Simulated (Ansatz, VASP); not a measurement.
## One calculation of Na3BiH6, two programs

```xyz
10
Lattice="0.0000 4.3362 4.3362 4.3362 0.0000 4.3362 4.3362 4.3362 0.0000" Properties=species:S:1:pos:R:3 pbc="T T T"
Na    6.5042    6.5042    6.5042
Na    2.1681    2.1681    2.1681
Na    4.3362    4.3362    4.3362
Bi    0.0000    0.0000    0.0000
H     2.1234    4.3362    4.3362
H     4.3362    4.3362    2.1234
H     6.5489    4.3362    4.3362
H     4.3362    2.1234    4.3362
H     4.3362    6.5489    4.3362
H     4.3362    4.3362    6.5489
```

Change from the starting cell: species swapped into the K3YF6 type (Fm-3m, No. 225).

Alike in both runs: task relaxation of cell and atoms; functional PBE; k mesh 6 × 6 × 6; occupations gaussian, width 0.02 eV; no spin polarisation.

```csv
,VASP,Ansatz
version,VASP 6.6.1,Ansatz 0.2.0
potentials or method,"VASP PAW PBE potentials, release 64 (Na_pv, Bi_d, H)","scalar-relativistic, plane waves, PAW"
plane-wave cutoff (eV),600,420
valence electrons in the cell,42,48
```

VASP gave:

- gap on the k mesh at the Fermi level, each at its own relaxed structure (eV): 1.23
- relaxed volume (Å³/atom): 16.48
- relaxed cell length with the largest relative difference (Å): 6.155

**Question.** What did Ansatz give for the same quantities?

**Answer.** gap on the k mesh at the Fermi level, each at its own relaxed structure (eV): 1.23; relaxed volume (Å³/atom): 16.49; relaxed cell length with the largest relative difference (Å): 6.155.

The two sets of potentials don't hold the same shells in valence.

Caveats: spin-orbit coupling is left out, which as a rule narrows the gap of such compounds by several tenths of an eV. A k mesh can miss the band edges.
